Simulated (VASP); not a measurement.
Here is the system:

```
CdSe
1.0
    0.00000     3.03968     3.03968
    3.03968     0.00000     3.03968
    3.03968     3.03968     0.00000
Cd Se
1 1
Direct
  0.00000   0.00000   0.00000
  0.25000   0.25000   0.25000
```

These are PBE0 hybrid, VASP's PBE PAW potentials (set 64) (plane waves; VASP) values and carry that method's errors. Settings: 520 eV cut-off, 6×6×6 Γ-centred mesh, Gaussian smearing of 0.050 eV, potentials Cd Se.

Task: Give the stress tensor in GPa (positive for a compressed cell).

Result: 
```
1.78  0.00  0.00
0.00  1.78  0.00
0.00  0.00  1.78
```
The pressure is its mean diagonal, 1.78 GPa.

The compound is CdSe in the zinc blende structure, whereas wurtzite is the usual form. This cell is one point of a volume scan, at 0.94 of the reference volume. The cell's shape comes from a PBE relaxation.
